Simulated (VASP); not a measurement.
Method: PBEsol GGA, VASP's PBE PAW potentials (set 64) (plane waves; VASP 6.6.1).

A VASP calculation is set up with these files.

### POSCAR
```
YZn
1
    3.5174218308     0.0000000000    -0.0000000000
   -0.0000000000     3.5174218308    -0.0000000000
    0.0000000000     0.0000000000     3.5174218308
Zn Y
1 1
Direct
  0.5000000000   0.5000000000   0.5000000000
  1.0000000000   0.0000000000   0.0000000000
```

**KPOINTS**
```
K-points
0
gamma
  9 9 9
0 0 0
```

**INCAR**
```
SYSTEM = YZn
PREC = Accurate; ENCUT = 400; LREAL = .FALSE.
LASPH = .TRUE.
EDIFF = 1E-6; NELM = 100; ALGO = Normal
LMAXMIX = 4
ISMEAR = 1; SIGMA = 0.1
GGA = PS
IBRION = 2; NSW = 60; ISIF = 3
EDIFFG = -0.01
LWAVE = .FALSE.; LCHARG = .FALSE.
```

POTCAR, in this order: Zn Y_sv (PBE.64 set). Program: vasp_std.

Output of the run:

OSZICAR:
```
       N       E                     dE             d eps       ncg     rms          rms(c)
DAV:   1     0.877128691769E+02    0.87713E+02   -0.10263E+04  1050   0.152E+03
DAV:   2    -0.613113831286E+01   -0.93844E+02   -0.92364E+02  1212   0.290E+02
DAV:   3    -0.955953994577E+01   -0.34284E+01   -0.33633E+01  1408   0.541E+01
DAV:   4    -0.963602138769E+01   -0.76481E-01   -0.76474E-01  1432   0.675E+00
DAV:   5    -0.963673621533E+01   -0.71483E-03   -0.71482E-03  1401   0.586E-01    0.308E+01
DAV:   6    -0.919584222578E+01    0.44089E+00   -0.13860E+00  1302   0.182E+01    0.182E+01
DAV:   7    -0.914753277495E+01    0.48309E-01   -0.74708E-01  1549   0.794E+00    0.419E+00
DAV:   8    -0.913240140147E+01    0.15131E-01   -0.13087E-01  1289   0.486E+00    0.809E-01
DAV:   9    -0.912849556656E+01    0.39058E-02   -0.35565E-02  1218   0.151E+00    0.172E-01
DAV:  10    -0.912841562233E+01    0.79944E-04   -0.22950E-03  1360   0.373E-01    0.556E-02
DAV:  11    -0.912841638646E+01   -0.76413E-06   -0.81602E-05  1274   0.106E-01    0.197E-02
DAV:  12    -0.912841824506E+01   -0.18586E-05   -0.13123E-05  1584   0.234E-02    0.218E-02
DAV:  13    -0.912841698650E+01    0.12586E-05   -0.43562E-06  1195   0.180E-02    0.228E-03
DAV:  14    -0.912841703026E+01   -0.43754E-07   -0.17327E-07   588   0.343E-03
   1 F= -.91284170E+01 E0= -.91284514E+01  d E =-.912842E+01
```

**OUTCAR**
```
------------------------ aborting loop because EDIFF is reached ----------------------------------------
  FORCE on cell =-STRESS in cart. coord.  units (eV):
  Direction    XX          YY          ZZ          XY          YZ          ZX
  --------------------------------------------------------------------------------------
  Total       -0.0156611     -0.0156611     -0.0156611      0.0000000      0.0000000     -0.0000000
  in kB       -0.5765809     -0.5765809     -0.5765809      0.0000000      0.0000000     -0.0000000
  external PRESSURE =      -0.5765809 kB  Pullay stress =       0.0000000 kB
  volume of cell :       43.52
      direct lattice vectors                 reciprocal lattice vectors
     3.517421831  0.000000000  0.000000000     0.284299140  0.000000000  0.000000000
     0.000000000  3.517421831  0.000000000     0.000000000  0.284299140  0.000000000
     0.000000000  0.000000000  3.517421831     0.000000000  0.000000000  0.284299140
 POSITION                                       TOTAL-FORCE (eV/Angst)
 -----------------------------------------------------------------------------------
      1.75871      1.75871      1.75871         0.000000      0.000000      0.000000
      0.00000      0.00000      0.00000         0.000000      0.000000      0.000000
 -----------------------------------------------------------------------------------
    total drift:                                0.000000      0.000000     -0.000000
  FREE ENERGIE OF THE ION-ELECTRON SYSTEM (eV)
  ---------------------------------------------------
  free  energy   TOTEN  =        -9.1284170303 eV

  energy  without entropy=       -9.1285202471  energy(sigma->0) =       -9.12845144

 reached required accuracy - stopping structural energy minimisation
```
(Selected blocks of OUTCAR.)

### OUTCAR
```
 val. band max:        3.2603201399   @ k =   0.1111   0.0000   0.0000

 cond. band min:       3.2779515147   @ k =   0.1111   0.1111   0.1111


 Fermi energy:         3.2697125330

 k-point     1 :       0.0000    0.0000    0.0000
  band No.  band energies     occupation
      1     -39.2202      2.00000
      2     -19.0839      2.00000
      3     -19.0839      2.00000
      4     -19.0839      2.00000
      5      -3.9100      2.00000
      6      -3.8401      2.00000
      7      -3.8401      2.00000
      8      -3.6218      2.00000
      9      -3.6218      2.00000
     10      -3.6218      2.00000
     11       3.2148      1.79159
     12       3.2148      1.79159
     13       7.7518      0.00000
     14       7.7518      0.00000
     15       7.7518      0.00000

 k-point     2 :       0.1111    0.0000    0.0000
  band No.  band energies     occupation
      1     -39.2167      2.00000
      2     -19.1332      2.00000
      3     -19.0798      2.00000
      4     -19.0798      2.00000
      5      -3.8314      2.00000
      6      -3.8173      2.00000
      7      -3.7150      2.00000
      8      -3.6259      2.00000
      9      -3.6259      2.00000
     10      -3.6193      2.00000
     11       3.1759      2.03487
     12       3.2603      1.15820
     13       6.7772      0.00000
     14       6.7772      0.00000
     15       7.6147      0.00000

 k-point     3 :       0.2222    0.0000    0.0000
  band No.  band energies     occupation
      1     -39.2080      2.00000
      2     -19.2555      2.00000
      3     -19.0695      2.00000
      4     -19.0695      2.00000
      5      -3.8090      2.00000
      6      -3.7567      2.00000
      7      -3.6355      2.00000
      8      -3.6355      2.00000
      9      -3.6127      2.00000
     10      -3.1569      2.00000
     11       2.7284      2.00000
     12       3.3831     -0.06804
     13       5.8223      0.00000
     14       5.8223      0.00000
     15       7.1945      0.00000
...
```

The structure comes from a measured YZn entry (Pm-3m) of the Crystallography Open Database, whose conditions weren't checked. It was relaxed first. The start is the result of an earlier pass. The electron count is odd and the run is not spin-polarised, which forces a metal.
